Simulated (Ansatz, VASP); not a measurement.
# Two plane-wave programs on BaC3

```
CELL_PARAMETERS angstrom
5.54110 0.00000 0.00000
-2.77055 4.79873 0.00000
0.00000 0.00000 6.26967
ATOMIC_POSITIONS crystal
Ba 0.33333 0.66667 0.25000
Ba 0.66667 0.33333 0.75000
C 0.91472 0.82943 0.25000
C 0.08528 0.91472 0.75000
C 0.17057 0.08528 0.25000
C 0.08528 0.17057 0.75000
C 0.91472 0.08528 0.25000
C 0.82943 0.91472 0.75000
```

Alike in both runs: functional PBE; k mesh 6 × 6 × 4; occupations gaussian, width 0.1 eV; no spin polarisation.

Ansatz relaxed the structure, and its values are those at the end. VASP's run is a single point on that final structure, the one shown.

```csv
,VASP,Ansatz
version,VASP 6.6.1,Ansatz 0.2.0
potentials or method,"VASP PAW PBE potentials, release 64 (Ba_sv, C)","scalar-relativistic, plane waves, PAW"
plane-wave cutoff (eV),520,420
valence electrons in the cell,44,44
```

```tsv
	VASP	Ansatz	Ansatz less VASP
gap on the k mesh at the Fermi level (eV)	1.16	1.21	+0.048
least direct gap on the mesh (eV)	1.37	1.44	+0.068
pressure (GPa)	1.0	0.1	-0.93
rms of the force components (eV/Å)	0.071	0.004	-0.0672
```

Caveats: spin-orbit coupling is left out, which moves the levels of the heavy elements. As with any semilocal functional, this PBE gap is likely too small. A k mesh can miss the band edges.
